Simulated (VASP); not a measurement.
Computed with revPBE GGA, VASP's PBE PAW potentials (set 64) (plane waves; VASP).

The input files of a VASP run:

INCAR:
```
ALGO = Normal
EDIFF = 1E-7
EDIFFG = -0.01
ENCUT = 520
GGA = RE
IBRION = 2
ISIF = 4
ISMEAR = 1
LASPH = .True.
LCHARG = .False.
LMAXMIX = 4
LREAL = .False.
LWAVE = .False.
NELM = 100
NSW = 30
PREC = Accurate
SIGMA = 0.1
SYSTEM = Bi
```

**KPOINTS**
```
Automatic mesh
0
Gamma
10 10 10
0 0 0
```

File POSCAR:
```
Bi
1
    4.3655145642    -2.3000510920     0.0511067100
    4.3655145642     2.3000510920     0.0511067100
    3.1094308687     0.0000000000     3.8317103025
Bi
2
Direct
  0.2319712746   0.2319712746   0.2319712746
  0.7680287254   0.7680287254   0.7680287254
```

POTCAR, in this order: Bi_d (PBE.64 set). Program: vasp_std.

The resulting files:

### OSZICAR
```
       N       E                     dE             d eps       ncg     rms          rms(c)
DAV:   1     0.291957715847E+03    0.29196E+03   -0.16599E+04  4408   0.185E+03
DAV:   2     0.167518760509E+02   -0.27521E+03   -0.27093E+03  4432   0.449E+02
DAV:   3    -0.630447845366E+01   -0.23056E+02   -0.22655E+02  5124   0.155E+02
DAV:   4    -0.710121770277E+01   -0.79674E+00   -0.79515E+00  4830   0.315E+01
DAV:   5    -0.714232535306E+01   -0.41108E-01   -0.41106E-01  5970   0.644E+00    0.105E+00
DAV:   6    -0.714621502175E+01   -0.38897E-02   -0.17311E-02  5389   0.142E+00    0.659E-01
DAV:   7    -0.714989187072E+01   -0.36768E-02   -0.15785E-02  4621   0.144E+00    0.103E-01
DAV:   8    -0.715020148449E+01   -0.30961E-03   -0.20113E-03  4795   0.525E-01    0.253E-02
DAV:   9    -0.715024680409E+01   -0.45320E-04   -0.10555E-04  5582   0.916E-02    0.134E-02
DAV:  10    -0.715025206531E+01   -0.52612E-05   -0.23762E-05  4848   0.361E-02    0.252E-03
DAV:  11    -0.715025311738E+01   -0.10521E-05   -0.15137E-06  4362   0.100E-02    0.149E-03
DAV:  12    -0.715025353967E+01   -0.42229E-06   -0.72356E-07  3552   0.483E-03    0.276E-04
DAV:  13    -0.715025350437E+01    0.35298E-07   -0.63183E-08  3344   0.238E-03
   1 F= -.71502535E+01 E0= -.71501843E+01  d E =-.715025E+01
```

OUTCAR:
```
------------------------ aborting loop because EDIFF is reached ----------------------------------------
  FORCE on cell =-STRESS in cart. coord.  units (eV):
  Direction    XX          YY          ZZ          XY          YZ          ZX
  --------------------------------------------------------------------------------------
  Total       -0.0030185      0.0036003      0.0028697      0.0000000      0.0000000     -0.0021991
  in kB       -0.0634532      0.0756826      0.0603240      0.0000000      0.0000000     -0.0462271
  external PRESSURE =       0.0241845 kB  Pullay stress =       0.0000000 kB
  volume of cell :       76.22
      direct lattice vectors                 reciprocal lattice vectors
     4.365514564 -2.300051092  0.051106710     0.115632563 -0.217386475 -0.093835763
     4.365514564  2.300051092  0.051106710     0.115632563  0.217386475 -0.093835763
     3.109430869  0.000000000  3.831710302    -0.003084575  0.000000000  0.263483195
 POSITION                                       TOTAL-FORCE (eV/Angst)
 -----------------------------------------------------------------------------------
      2.74665      0.00000      0.91256        -0.000954      0.000000     -0.000317
      9.09381      0.00000      3.02137         0.000954     -0.000000      0.000317
 -----------------------------------------------------------------------------------
    total drift:                               -0.000000      0.000000     -0.000000
  FREE ENERGIE OF THE ION-ELECTRON SYSTEM (eV)
  ---------------------------------------------------
  free  energy   TOTEN  =        -7.1502535044 eV

  energy  without entropy=       -7.1500459090  energy(sigma->0) =       -7.15018431

 reached required accuracy - stopping structural energy minimisation
```
(Selected blocks of OUTCAR.)

OUTCAR:
```
 val. band max:        5.5469317199   @ k =   0.4000   0.2000   0.2000

 cond. band min:       5.5572078253   @ k =   0.4000   0.1000   0.1000


 Fermi energy:         5.5541770189

 k-point     1 :       0.0000    0.0000    0.0000
  band No.  band energies     occupation
      1     -17.3011      2.00000
      2     -17.3011      2.00000
      3     -17.1789      2.00000
      4     -17.1789      2.00000
      5     -17.1646      2.00000
      6     -17.0301      2.00000
      7     -17.0200      2.00000
      8     -17.0200      2.00000
      9     -16.9153      2.00000
     10     -16.9153      2.00000
     11      -7.0920      2.00000
     12      -2.1801      2.00000
     13       4.0754      2.00000
     14       4.5415      2.00000
     15       4.5415      2.00000
     16       7.7934      0.00000
     17       8.3204      0.00000
     18       8.3204      0.00000
     19      11.2752      0.00000

 k-point     2 :       0.1000    0.0000    0.0000
  band No.  band energies     occupation
      1     -17.2961      2.00000
      2     -17.2936      2.00000
      3     -17.1767      2.00000
      4     -17.1743      2.00000
      5     -17.1609      2.00000
      6     -17.0335      2.00000
      7     -17.0238      2.00000
      8     -17.0221      2.00000
      9     -16.9237      2.00000
     10     -16.9205      2.00000
     11      -7.0059      2.00000
     12      -2.3504      2.00000
     13       4.1282      2.00000
     14       4.4765      2.00000
     15       4.5166      2.00000
     16       7.7005      0.00000
     17       7.9144      0.00000
     18       8.1485      0.00000
     19      10.9151      0.00000

 k-point     3 :       0.2000    0.0000    0.0000
  band No.  band energies     occupation
      1     -17.2822      2.00000
      2     -17.2718      2.00000
      3     -17.1717      2.00000
      4     -17.1614      2.00000
      5     -17.1492      2.00000
      6     -17.0451      2.00000
      7     -17.0347      2.00000
...
```

Unless said otherwise, spin-orbit coupling is left out, though it shifts the bands of the heavy elements here.

The compound is Bi in the a7 structure. It was relaxed first, which changed the volume by +8 %.
